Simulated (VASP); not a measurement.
Input:

```
CdSe
1.0
    2.19221    -3.79702     0.00000
    2.19221     3.79702     0.00000
    0.00000     0.00000     7.13745
Cd Se
2 2
Cartesian
  2.19221  -1.26568   3.56946
  2.19221   1.26568   0.00073
  2.19221  -1.26568   6.25167
  2.19221   1.26568   2.68295
```

All values below come from PBE GGA, VASP's PBE PAW potentials (set 64) (plane waves; VASP 6.6.1). Numerical set-up: 400 eV cut-off, 5×5×3 Γ-centred mesh, Gaussian smearing of 0.050 eV, potentials Cd Se.

Problem. Predict the energy per atom (σ→0).

Solution. 
```json
{
  "energy per atom (σ→0)": "-2.743 eV/atom"
}
```

Total energies compare only between runs with the same potentials, cut-off and functional.

The compound is CdSe in the wurtzite structure. It was relaxed first, which changed the volume by +6 %. The start is the result of an earlier pass.
